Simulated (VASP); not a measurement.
Input:

```
CELL_PARAMETERS angstrom
      0.00000     2.62897     2.62897
      2.62897     0.00000     2.62897
      2.62897     2.62897     0.00000
ATOMIC_POSITIONS crystal
  Rh 0.00000 0.00000 0.00000
  Si 0.25000 0.25000 0.25000
```

The numbers are results of PBEsol GGA, VASP's PBE PAW potentials (set 64) (plane waves; VASP), not measurements. Settings: 400 eV cut-off, Gaussian smearing of 0.050 eV, potentials Rh_pv Si.

### Question
What does the run give for the band gap (along the path) with the smallest direct gap where there is one?

### Answer

```json
{
  "band gap (along the path)": "none (metal, semimetal or under 0.01 eV)"
}
```

The structure was generated: RhSi was put into the zinc blende type (F-43m), which need not be its known phase. It was relaxed first, which changed the volume by -27 %. The electron count is odd and the run is not spin-polarised, which forces a metal.
